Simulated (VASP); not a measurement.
# AgPbF4 (P6/mmm) in VASP: a series of runs

Runs on AgPbF4. Level: PBE. Tasks: relaxation of cell and atoms, single point.

Program: VASP 6.6.1. These are calculated values, not measurements. Logs are shortened: lines on timing, memory, paths and dates and some standing lists are left out, and cuts for length are marked.

### Step 1. The structure

It takes space group P6/mmm (No. 191, hexagonal). The conventional cell has a = 3.498 Å, b = 3.498 Å, c = 7.555 Å, α = 90.00°, β = 90.00°, γ = 120.00°. Around Ag (site symmetry 6/mmm) lie 12 F at 2.77 Å. Around Pb (site symmetry 6/mmm) lie 12 F at 2.77 Å. F (site symmetry 3m) has 3 F at 2.02 Å as nearest neighbours.

The cell was built by a generator and needn't be a form met in nature.

### Step 2. Relaxation of cell and atoms, PBE

File INCAR:

```
SYSTEM = AgPbF4
  ALGO = Normal
  EDIFF = 1E-6
  EDIFFG = -0.04
  ENCUT = 600
  GGA = PE
  IBRION = 2
  ISIF = 3
  ISMEAR = 0
  LASPH = .TRUE.
  LCHARG = .FALSE.
  LREAL = .FALSE.
  LWAVE = .FALSE.
  NELM = 100
  NSW = 90
  PREC = Accurate
  SIGMA = 0.1
```

File KPOINTS:

```
k-points
0
G
  6 6 2
  0 0 0
```

File POSCAR:

```
AgPbF4
1.0
    3.4976721900      0.0000000000      0.0000000000
   -1.7488361000      3.0290729700      0.0000000000
    0.0000000000      0.0000000000      7.5549719400
Ag Pb F
1 1 4
Direct
    0.0000000000      0.0000000000      0.5000000000
    0.0000000000      0.0000000000      0.0000000000
    0.3333333300      0.6666666700      0.2500000000
    0.3333333300      0.6666666700      0.7500000000
    0.6666666700      0.3333333300      0.2500000000
    0.6666666700      0.3333333300      0.7500000000
```

Potentials or basis: VASP PAW PBE potentials, release 64 (Ag, Pb_d, F).

Launch:

```
cat potpaw_PBE.64/Ag/POTCAR potpaw_PBE.64/Pb_d/POTCAR potpaw_PBE.64/F/POTCAR > POTCAR
mpirun -np 1 vasp_std > vasp.out
```

OUTCAR:

```text
SYSTEM = AgPbF4
   EDIFF = 1E-6
   EDIFFG = -0.04
   ENCUT = 600
   GGA = PE
   IBRION = 2
   ISIF = 3
   ISMEAR = 0
   LASPH = .TRUE.
   LREAL = .FALSE.
   NELM = 100
   NSW = 90
   PREC = Accurate

 ion  position               nearest neighbor table
   1  0.000  0.000  0.500-   2 3.78   2 3.78
   2  0.000  0.000  0.000-   3 2.77   4 2.77   5 2.77   6 2.77   5 2.77   6 2.77   3 2.77   4 2.77
                             5 2.77   6 2.77   3 2.77   4 2.77   1 3.78   1 3.78
   3  0.333  0.667  0.250-   2 2.77   2 2.77   2 2.77
   4  0.333  0.667  0.750-   2 2.77   2 2.77   2 2.77
   5  0.667  0.333  0.250-   2 2.77   2 2.77   2 2.77
   6  0.667  0.333  0.750-   2 2.77   2 2.77   2 2.77

  LATTYP: Found a hexagonal cell.
 ALAT       =     3.4976721900
 C/A-ratio  =     2.1600000027

  Lattice vectors:

 A1 = (   3.4976721900,   0.0000000000,   0.0000000000)
 A2 = (  -1.7488361000,   3.0290729700,   0.0000000000)
 A3 = (   0.0000000000,   0.0000000000,   7.5549719400)

Analysis of symmetry for initial positions (statically):
=====================================================================
 Subroutine PRICEL returns:
 Original cell was already a primitive cell.

 Routine SETGRP: Setting up the symmetry group for a
 hexagonal supercell.

 Subroutine GETGRP returns: Found 24 space group operations
 (whereof 24 operations were pure point group operations)
 out of a pool of 24 trial point group operations.

The static configuration has the point symmetry D_6h.

Analysis of symmetry for dynamics (positions and initial velocities):
=====================================================================
 Subroutine PRICEL returns:
 Original cell was already a primitive cell.

 Routine SETGRP: Setting up the symmetry group for a
 hexagonal supercell.

 Subroutine GETGRP returns: Found 24 space group operations
 (whereof 24 operations were pure point group operations)
 out of a pool of 24 trial point group operations.

The dynamic configuration has the point symmetry D_6h.

 Subroutine INISYM returns: Found 24 space group operations
 (whereof 24 operations are pure point group operations),
 and found     1 'primitive' translations

----------------------------------------------------------------------------------------

                                     Primitive cell

  volume of cell :      80.0427

  direct lattice vectors                    reciprocal lattice vectors
     3.497672190  0.000000000  0.000000000     0.285904437  0.165067004  0.000000000
    -1.748836100  3.029072970  0.000000000     0.000000000  0.330134008  0.000000000
     0.000000000  0.000000000  7.554971940     0.000000000  0.000000000  0.132363165

  length of vectors
     3.497672190  3.497672192  7.554971940     0.330134008  0.330134008  0.132363165

  position of ions in fractional coordinates (direct lattice)
     0.000000000  0.000000000  0.500000000
     0.000000000  0.000000000  0.000000000
     0.333333330  0.666666670  0.250000000
     0.333333330  0.666666670  0.750000000
     0.666666670  0.333333330  0.250000000
     0.666666670  0.333333330  0.750000000

  ion indices of the primitive-cell ions
   primitive index   ion index
                 1           1
                 2           2
                 3           3
                 4           4
                 5           5
                 6           6

----------------------------------------------------------------------------------------

 KPOINTS: k-points

Automatic generation of k-mesh.
 Grid dimensions read from file:
 generate k-points for:    6    6    2

 Generating k-lattice:

  Cartesian coordinates                     Fractional coordinates (reciprocal lattice)
     0.047650740  0.027511167  0.000000000     0.166666667  0.000000000  0.000000000
     0.000000000  0.055022335  0.000000000     0.000000000  0.166666667  0.000000000
     0.000000000  0.000000000  0.066181583     0.000000000  0.000000000  0.500000000

  Length of vectors
     0.055022335  0.055022335  0.066181583

  Shift w.r.t. Gamma in fractional coordinates (k-lattice)
     0.000000000  0.000000000  0.000000000

 Subroutine IBZKPT returns following result:
 ===========================================

 Found     14 irreducible k-points:

 Following reciprocal coordinates:
            Coordinates               Weight
  0.000000  0.000000  0.000000      1.000000
  0.166667 -0.000000  0.000000      6.000000
  0.333333  0.000000  0.000000      6.000000
  0.500000  0.000000  0.000000      3.000000
  0.166667  0.166667  0.000000      6.000000
  0.333333  0.166667  0.000000     12.000000
  0.333333  0.333333  0.000000      2.000000
  0.000000  0.000000  0.500000      1.000000
  0.166667 -0.000000  0.500000      6.000000
  0.333333  0.000000  0.500000      6.000000
  0.500000  0.000000  0.500000      3.000000
  0.166667  0.166667  0.500000      6.000000
  0.333333  0.166667  0.500000     12.000000
  0.333333  0.333333  0.500000      2.000000
   k-points           NKPTS =     14   k-points in BZ     NKDIM =     14   number of bands    NBANDS=     31
   number of dos      NEDOS =    301   number of ions     NIONS =      6
   total plane-waves  NPLWV =  47040
   dimension x,y,z NGX =    28 NGY =   28 NGZ =   60
   dimension x,y,z NGXF=    56 NGYF=   56 NGZF=  120
   ions per type =               1   1   4
   NGX,Y,Z   is equivalent  to a cutoff of  13.31, 13.31, 13.20 a.u.
   NGXF,Y,Z  is equivalent  to a cutoff of  26.62, 26.62, 26.41 a.u.
 SYSTEM =  AgPbF4
   PREC   = accura    normal or accurate (medium, high low for compatibility)
   ISTART =      0    job   : 0-new  1-cont  2-samecut
   ICHARG =      2    charge: 1-file 2-atom 10-const
   ISPIN  =      1    spin polarized calculation?
   LNONCOLLINEAR =      F non collinear calculations
   LSORBIT =      F    spin-orbit coupling
   LASPH  =      T    aspherical Exc in radial PAW
   ENCUT  =  600.0 eV  44.10 Ry    6.64 a.u.   6.99  6.99 15.09*2*pi/ulx,y,z
   NELM   =    100;   NELMIN=  2; NELMDL= -5     # of ELM steps
   EDIFF  = 0.1E-05   stopping-criterion for ELM
   LREAL  =      F    real-space projection
   EDIFFG = -.4E-01   stopping-criterion for IOM
   NSW    =     90    number of steps for IOM
   IBRION =      2    ionic relax: 0-MD 1-quasi-New 2-CG
   NFREE  =      1    steps in history (QN), initial steepest desc. (CG)
   ISIF   =      3    stress and relaxation
   ISYM   =      2    0-nonsym 1-usesym 2-fastsym
   POTIM  = 0.5000    time-step for ionic-motion
   TEBEG  =    0.0;   TEEND  =   0.0 temperature during run
   PSTRESS=    0.0 pullay stress
   NELECT =      53.0000    total number of electrons
   NUPDOWN=      -1.0000    fix difference up-down
   EMIN   =  10.00;   EMAX   =-10.00  energy-range for DOS
   EFERMI =   0.00;   METHOD = LEGACY
   ISMEAR =     0;   SIGMA  =   0.10  broadening in eV -4-tet -1-fermi 0-gaus
   EFERMI_NEDOS =   21; number of points for ismear=-14 and -15
   IALGO  =     38    algorithm
   IMIX   =      4    mixing-type and parameters
     AMIX     =   0.40;   BMIX     =  1.00
     AMIX_MAG =   1.60;   BMIX_MAG =  1.00
  volume/ion in A,a.u.               =      13.34        90.03
  Fermi-wavevector in a.u.,A,eV,Ry     =   1.426898  2.696446 27.701972  2.036038
  Thomas-Fermi vector in A             =   2.547125
   LORBIT       =      0    0 simple, 1 ext, 2 COOP (PROOUT), +10 PAW based schemes
   GGA     = PE    functional components
   LHFCALC =     F    Hartree Fock is set to
   AEXX    =    0.0000 exact exchange contribution
   IVDW    =     0    specifies the selected vdW correction
   LEPSILON=     F    determine dielectric tensor
   LRPA    =     F    only Hartree local field effects (RPA)
 conjugate gradient relaxation of ions
 non-spin polarized calculation
 Gauss-broadening in eV      SIGMA  =   0.10
  energy-cutoff  :      600.00
  volume of cell :       80.04
 maximum number of plane-waves:      2690
 NGX is ok and might be reduce to    28
   NGX = 13   NGY = 13   NGZ = 31

--------------------------------------- Ionic step        1  -------------------------------------------

 number of electron      52.9999999 magnetization

 Free energy of the ion-electron system (eV)
  ---------------------------------------------------
  ext. energy  EPLUGINS =         0.00000000
  ---------------------------------------------------
  free energy    TOTEN  =       -17.40252246 eV

  energy without entropy =      -17.36327322  energy(sigma->0) =      -17.38289784

------------------------ aborting loop because EDIFF is reached ----------------------------------------

  FORCE on cell =-STRESS in cart. coord.  units (eV):
  Direction    XX          YY          ZZ          XY          YZ          ZX
  --------------------------------------------------------------------------------------
  -------------------------------------------------------------------------------------
  Total       15.3132836     15.3132836     -9.4618317     -0.0000000     -0.0000000      0.0000000
  in kB      306.5188673    306.5188671   -189.3930797     -0.0000005     -0.0000000      0.0000000
  external PRESSURE =     141.2148849 kB  Pullay stress =       0.0000000 kB
[... 105 lines left out ...]
  energy  without entropy=      -20.1320701551  energy(sigma->0) =      -20.16328478

--------------------------------------- Ionic step        4  -------------------------------------------

 number of electron      52.9999973 magnetization

 E-fermi :   1.0502     XC(G=0):  -9.7675

 val. band max:        1.0460826765   @ k =   0.3333   0.1667   0.0000
 cond. band min:       1.0552476999   @ k =   0.5000   0.0000   0.0000
 fundamental gap:      0.0091650234
 Fermi energy:         1.0502302339

 k-point     1 :       0.0000    0.0000    0.0000
  band No.  band energies     occupation
      1     -19.7277      2.00000
      2     -19.6305      2.00000
      3     -18.4742      2.00000
      4     -18.4384      2.00000
      5     -14.3490      2.00000
      6     -14.3211      2.00000
[... 502 lines left out ...]
  energy  without entropy=      -20.1571370847  energy(sigma->0) =      -20.18711349

--------------------------------------- Ionic step        5  -------------------------------------------

 number of electron      52.9999990 magnetization

 E-fermi :   1.5623     XC(G=0): -10.1866

 val. band max:        1.5401133802   @ k =   0.3333   0.1667   0.0000
 cond. band min:       1.5725068783   @ k =   0.5000   0.0000   0.0000
 fundamental gap:      0.0323934980
 Fermi energy:         1.5623465026

 k-point     1 :       0.0000    0.0000    0.0000
  band No.  band energies     occupation
      1     -19.3519      2.00000
      2     -19.1894      2.00000
      3     -18.0069      2.00000
      4     -17.9377      2.00000
      5     -13.4491      2.00000
      6     -13.3641      2.00000
[... 542 lines left out ...]
  energy  without entropy=      -20.6147257693  energy(sigma->0) =      -20.64731608

--------------------------------------- Ionic step        7  -------------------------------------------

 number of electron      53.0000005 magnetization

 Free energy of the ion-electron system (eV)
  ---------------------------------------------------
  ext. energy  EPLUGINS =         0.00000000
  ---------------------------------------------------
  free energy    TOTEN  =       -20.69360459 eV

  energy without entropy =      -20.63484191  energy(sigma->0) =      -20.66422325

 E-fermi :   2.2498     XC(G=0): -10.6332

 val. band max:        2.2406591821   @ k =   0.3333   0.1667   0.5000
 cond. band min:       2.2531365494   @ k =   0.3333   0.3333   0.5000
 fundamental gap:      0.0124773673
 Fermi energy:         2.2498491787

 k-point     1 :       0.0000    0.0000    0.0000
  band No.  band energies     occupation
      1     -18.8740      2.00000
      2     -18.6013      2.00000
      3     -17.4207      2.00000
      4     -17.2889      2.00000
      5     -12.7468      2.00000
      6     -12.6085      2.00000
[... 498 lines left out ...]
  FREE ENERGIE OF THE ION-ELECTRON SYSTEM (eV)
  ---------------------------------------------------
  free  energy   TOTEN  =       -20.6936045893 eV

  energy  without entropy=      -20.6348419107  energy(sigma->0) =      -20.66422325

 reached required accuracy - stopping structural energy minimisation
```

Wall time 2.6 min (1 thread of Intel Xeon Platinum 8375C at 2.90GHz (Ice Lake), shared host); peak memory 0.24 GiB.

What came out:

```yaml
Free_energy: -20.6936 eV
Relaxed_volume: 13.88 Å³/atom
Relaxed_cell: a = 4.023 Å, b = 4.023 Å, c = 5.941 Å, α = 90.00°, β = 90.00°, γ = 120.00°
Space_group_after_relaxing_to_0.05_Å: P6/mmm (No. 191)
Energy_gained_by_relaxing: 548.5 meV/atom
Ionic_steps: 7
Pressure_after_relaxing: -0.2 GPa
Largest_force_after_relaxing: 0.003 eV/Å
Band_gap_on_the_k_mesh: none (metal or under the smearing width)
```

Forces on the atoms (eV/Å):
```
Ag   0.000  0.000  0.000
Pb   0.000  0.000  0.000
F    0.000  0.000  0.003
F    0.000  0.000 -0.003
F    0.000  0.000  0.003
F    0.000  0.000 -0.003
```

The path:
```
step  energy change (eV)  largest force (eV/Å)  pressure (GPa)  volume (Å³)
   1              0.0000                0.7166           14.12        80.04
   2             -2.6219                0.4389           -2.50        93.29
   3             -2.7920                0.3086           -7.74        99.92
   4             -2.8146                0.3524           -5.93        97.53
   5             -3.1721                0.1078           -3.23        90.22
   6             -3.2774                0.0092           -1.23        85.54
   7             -3.2911                0.0035           -0.18        83.27
```

Final structure:
```xyz
6
Lattice="4.0228 0.0000 0.0000 -2.0114 3.4839 0.0000 0.0000 0.0000 5.9414" Properties=species:S:1:pos:R:3 pbc="T T T"
Ag    0.0000    0.0000    2.9707
Pb    0.0000    0.0000    5.9414
F     0.0000    2.3226    1.4096
F     0.0000    2.3226    4.5318
F     2.0114    1.1613    1.4096
F     2.0114    1.1613    4.5318
```

Levels at points of the mesh, in eV from the Fermi level:
```csv
k point,band 24,band 25,band 26,band 27,band 28,band 29
"(0.00, 0.00, 0.00)",-0.91,-0.61,-0.06,-0.06,3.41,4.90
"(0.50, 0.00, 0.00)",-0.40,-0.32,-0.20,-0.02,4.97,5.23
"(0.00, 0.00, 0.50)",-0.74,-0.74,-0.30,-0.30,2.17,7.84
"(0.50, 0.00, 0.50)",-0.53,-0.49,-0.23,0.01,4.06,5.94
```

Caveat: the k mesh is coarse (spacing up to 0.42 Å⁻¹), so the values aren't converged; an odd number of electrons without spin polarisation forces a metal; a magnetic or distorted state may lie lower.

### Step 3. Single point, PBE

This run uses another cell than the first one, of 14.02 Å³/atom, 1.051 times its volume.

File INCAR:

```
SYSTEM = AgPbF4
PREC = Accurate ; ENCUT = 520
EDIFF = 1E-6 ; ISMEAR = 0
SIGMA = 0.1 ; LREAL = .False.
LASPH = .True. ; NELM = 80
ALGO = Fast ; ISIF = 2
LWAVE = .False. ; LCHARG = .False.
GGA = PE ; NBANDS = 36
```

File KPOINTS:

```
Automatic mesh
0
Gamma
  12 12 6
  0 0 0
```

File POSCAR:

```
AgPbF4
1.0
    4.0447807901      0.0000000000      0.0000000000
   -2.0223903951      3.5028829170      0.0000000000
    0.0000000000      0.0000000000      5.9386072950
Ag Pb F
1 1 4
Direct
    0.0000000000      0.0000000000      0.5000000000
    0.0000000000      0.0000000000      0.0000000000
    0.3333333333      0.6666666667      0.2385767495
    0.3333333333      0.6666666667      0.7614232505
    0.6666666667      0.3333333333      0.2385767495
    0.6666666667      0.3333333333      0.7614232505
```

Potentials or basis: VASP PAW PBE potentials, release 64 (Ag, Pb_d, F).

Launch:

```
cat potpaw_PBE.64/Ag/POTCAR potpaw_PBE.64/Pb_d/POTCAR potpaw_PBE.64/F/POTCAR > POTCAR
mpirun -np 1 vasp_std > vasp.out
```

OUTCAR:

```text
SYSTEM = AgPbF4
   PREC = Accurate
   ENCUT = 520
   EDIFF = 1E-6
   ISMEAR = 0
   LREAL = .False.
   LASPH = .True.
   NELM = 80
   ISIF = 2
   GGA = PE

 ion  position               nearest neighbor table
   1  0.000  0.000  0.500-   2 2.97   2 2.97
   2  0.000  0.000  0.000-   3 2.73   4 2.73   5 2.73   6 2.73   5 2.73   6 2.73   3 2.73   4 2.73
                             5 2.73   6 2.73   3 2.73   4 2.73   1 2.97   1 2.97
   3  0.333  0.667  0.239-   2 2.73   2 2.73   2 2.73
   4  0.333  0.667  0.761-   2 2.73   2 2.73   2 2.73
   5  0.667  0.333  0.239-   2 2.73   2 2.73   2 2.73
   6  0.667  0.333  0.761-   2 2.73   2 2.73   2 2.73
[... 1145 lines left out ...]
  -------------------------------------------------------------------------------------
  Total       -0.1140967     -0.1140967     -0.0987866      0.0000000      0.0000000      0.0000000
  in kB       -2.1725928     -2.1725928     -1.8810627      0.0000000      0.0000000      0.0000000
  external PRESSURE =      -2.0754161 kB  Pullay stress =       0.0000000 kB

 VOLUME and BASIS-vectors are now :
 -----------------------------------------------------------------------------
  energy-cutoff  :      520.00
  volume of cell :       84.14
      direct lattice vectors                 reciprocal lattice vectors
     4.044780790  0.000000000  0.000000000     0.247232187  0.142739570  0.000000000
    -2.022390395  3.502882917  0.000000000     0.000000000  0.285479139  0.000000000
     0.000000000  0.000000000  5.938607295     0.000000000  0.000000000  0.168389649

 POSITION                                       TOTAL-FORCE (eV/Angst)
 -----------------------------------------------------------------------------------
      0.00000      0.00000      2.96930        -0.000000      0.000000      0.000000
      0.00000      0.00000      0.00000        -0.000000      0.000000      0.000000
     -0.00000      2.33526      1.41681         0.000000     -0.000000      0.006978
     -0.00000      2.33526      4.52179         0.000000      0.000000     -0.006978
      2.02239      1.16763      1.41681        -0.000000      0.000000      0.006978
      2.02239      1.16763      4.52179        -0.000000      0.000000     -0.006978
 -----------------------------------------------------------------------------------
    total drift:                               -0.000000      0.000000      0.000000

  FREE ENERGIE OF THE ION-ELECTRON SYSTEM (eV)
  ---------------------------------------------------
  free  energy   TOTEN  =       -20.7302289613 eV

  energy  without entropy=      -20.6701659634  energy(sigma->0) =      -20.70019746
```

OSZICAR:

```text
N       E                     dE             d eps       ncg     rms          rms(c)
DAV:   1     0.599346365458E+03    0.59935E+03   -0.27163E+04  5488   0.164E+03
DAV:   2     0.360620649771E+02   -0.56328E+03   -0.52820E+03  6024   0.450E+02
DAV:   3    -0.245803177115E+02   -0.60642E+02   -0.59052E+02  6132   0.159E+02
[... 11 lines left out ...]
RMM:  15    -0.207302235899E+02    0.21640E-03   -0.68791E-04  7232   0.157E-01    0.180E-02
RMM:  16    -0.207302279033E+02   -0.43134E-05   -0.93281E-05  7461   0.729E-02    0.210E-02
RMM:  17    -0.207302305173E+02   -0.26140E-05   -0.32591E-05  6670   0.354E-02    0.100E-02
RMM:  18    -0.207302326518E+02   -0.21345E-05   -0.88585E-06  6167   0.177E-02    0.176E-02
RMM:  19    -0.207302288893E+02    0.37625E-05   -0.74309E-06  4989   0.155E-02    0.191E-03
RMM:  20    -0.207302289613E+02   -0.72069E-07   -0.10988E-06  3650   0.795E-03
   1 F= -.20730229E+02 E0= -.20700197E+02  d E =-.600630E-01
```

Run time: 4 min. Hardware: 1 thread of Intel Xeon Platinum 8488C (Sapphire Rapids), shared host; peak memory 0.34 GiB.

Results:

```yaml
Free_energy: -20.7302 eV
Pressure: -0.2 GPa
Largest_force: 0.007 eV/Å
Band_gap_on_the_k_mesh: none (metal or under the smearing width)
```

Forces on the atoms (eV/Å):
```
Ag   0.000  0.000  0.000
Pb   0.000  0.000  0.000
F    0.000  0.000  0.007
F    0.000  0.000 -0.007
F    0.000  0.000  0.007
F    0.000  0.000 -0.007
```

Levels at points of the mesh, in eV from the Fermi level:
```tsv
k point	band 24	band 25	band 26	band 27	band 28	band 29	band 30	band 31
(0.00, 0.00, 0.00)	-0.88	-0.56	-0.04	-0.04	3.40	4.92	7.68	7.68
(0.50, 0.00, 0.00)	-0.38	-0.32	-0.19	-0.01	4.94	5.25	5.28	7.12
(0.00, 0.00, 0.50)	-0.71	-0.71	-0.28	-0.28	2.19	7.77	7.77	9.11
(0.50, 0.00, 0.50)	-0.50	-0.47	-0.22	0.02	4.04	5.90	7.19	8.76
```

Caveat: an odd number of electrons without spin polarisation forces a metal; a magnetic or distorted state may lie lower. The run has no spin-orbit coupling, so splittings on Pb are missing.
